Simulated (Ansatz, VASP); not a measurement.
**One calculation of GeB2C3, two programs**

```xyz
6
Lattice="2.8469 0.0000 0.0000 0.0000 2.8469 0.0000 0.0000 0.0000 8.6194" Properties=species:S:1:pos:R:3 pbc="T T T"
Ge    1.4234    1.4234    0.0000
B     1.4234    1.4234    2.7998
B     1.4234    1.4234    5.8196
C     0.0000    0.0000    7.2322
C     0.0000    0.0000    1.3871
C     0.0000    0.0000    4.3097
```

Change from the starting cell: species swapped into the Li3Tl2Cd type (P4/mmm, No. 123).

Alike in both runs: task relaxation of cell and atoms; functional PBE; k mesh 6 × 6 × 2; occupations gaussian, width 0.1 eV; no spin polarisation.

|  | VASP | Ansatz |
| --- | --- | --- |
| version | VASP 6.6.1 | Ansatz 0.2.0 |
| potentials or method | VASP PAW PBE potentials, release 64 (Ge_d, B, C) | scalar-relativistic, plane waves, PAW |
| plane-wave cutoff (eV) | 600 | 420 |
| valence electrons in the cell | 32 | 32 |

```tsv
	VASP	Ansatz	Ansatz less VASP
gap on the k mesh at the Fermi level, each at its own relaxed structure (eV)	none	none	-
relaxed volume (Å³/atom)	8.85	8.87	+0.020
relaxed cell length with the largest relative difference (Å)	2.592	2.595	+0.0022
energy change over the relaxation (meV/atom)	-2019	-2021	-2.0
```

A gap of «none» marks a metal or a gap that the smearing closes.

Caveats: the k mesh is coarse (spacing up to 0.37 Å⁻¹), so the values aren't converged; the volume moved by over 15 % at a fixed basis, so the end points are rough (VASP); the bands computed are all filled at some k points, so no gap is given.
